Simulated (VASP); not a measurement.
A VASP calculation is set up with these files.

INCAR:
```
LMAXMIX = 4
PSTRESS = 100   # kbar
SIGMA = 0.05   # width (eV)
LWAVE = F
ALGO = Normal
NSW = 40
SYSTEM = Ag2O
NELM = 100   # most electronic steps
PREC = Accurate
LCHARG = F
LASPH = T
IBRION = 2   # conjugate gradients
GGA = PS   # PBEsol
ISMEAR = 0
EDIFFG = -0.02   # ionic stop
ENCUT = 620   # plane-wave cut-off (eV)
LREAL = F   # projection in real space or not
EDIFF = 1E-6   # SCF stop (eV)
ISIF = 3   # ions, shape and volume
```

POSCAR:
```
Ag2O
1
    4.5643730360    -0.0000000000    -0.0000000000
   -0.0000000000     4.5643730360    -0.0000000000
    0.0000000000    -0.0000000000     4.5643730360
Ag O
4 2
Direct
  0.7500000000   0.2500000000   0.7500000000
  0.2500000000   0.7500000000   0.7500000000
  0.7500000000   0.7500000000   0.2500000000
  0.2500000000   0.2500000000   0.2500000000
  0.0000000000   0.0000000000   0.0000000000
  0.5000000000   0.5000000000   0.5000000000
```

KPOINTS:
```
K-points
0
G
 5 5 5
0 0 0
```

POTCAR, in this order: Ag O (PBE.64 set). Program: vasp_std.

Question: Write an equivalent input for Ansatz.

Answer: One equivalent input (not run):
Ansatz 0.2 input:
```yaml
crystal:
  lattice:
    - [4.5643730, 0.0000000, 0.0000000]
    - [0.0000000, 4.5643730, 0.0000000]
    - [0.0000000, 0.0000000, 4.5643730]
  atoms:
    - { symbol: Ag, position: [0.7500000, 0.2500000, 0.7500000] }
    - { symbol: Ag, position: [0.2500000, 0.7500000, 0.7500000] }
    - { symbol: Ag, position: [0.7500000, 0.7500000, 0.2500000] }
    - { symbol: Ag, position: [0.2500000, 0.2500000, 0.2500000] }
    - { symbol: O, position: [0.0000000, 0.0000000, 0.0000000] }
    - { symbol: O, position: [0.5000000, 0.5000000, 0.5000000] }
kpoints:
  mp_grid: { grid: [5, 5, 5] }
hamiltonian:
  xc: pbesol
  pseudopotentials: { kind: paw }
scf:
  occupations: { method: gaussian, width: 0.05 }
  max_iter: 100
relax:
  max_steps: 40
  f_tol: 0.02
  cell: { p_target: 10 }
output: { forces: true, stress: true, eigenvalues: true }
```
Limits of the translation: each code has its own PAW files, so the cut-off isn't converted (ENCUT is set for VASP's; basis.ecutwfc is left out, and Ansatz then takes the one that its files recommend); Ansatz stops its SCF on the density residual and VASP on the energy change (EDIFF).

The compound is Ag2O in the cuprite structure. It was relaxed first under an external pressure of 10 GPa.
